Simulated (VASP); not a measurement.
```
YB2
1.0
    3.24543     0.00000     0.00000
   -1.62272     2.81063     0.00000
    0.00000     0.00000     3.80274
Y B
1 2
Direct
  0.00000   0.00000   0.00000
  0.33333   0.66667   0.50000
  0.66667   0.33333   0.50000
```

All values below come from LDA (Ceperley-Alder, Perdew-Zunger), VASP's LDA PAW potentials (set 64) (plane waves; VASP). Run with 520 eV cut-off, 10×10×7 Γ-centred mesh, first-order Methfessel-Paxton smearing of 0.10 eV, potentials Y_sv B.

Estimate the energy per atom (σ→0), band gap (on the k-mesh) with the smallest direct gap where there is one.

The band gap (on the k-mesh) comes out as none (metal, semimetal or under 0.01 eV) and the energy per atom (σ→0) is -7.932 eV/atom.

Only differences to runs with the same potentials and settings are physical.

The structure comes from a computed database's YB2 entry (P6/mmm); how it stands against other phases isn't given here. It was relaxed first. The start is the result of an earlier pass. The electron count is odd and the run is not spin-polarised, which forces a metal.
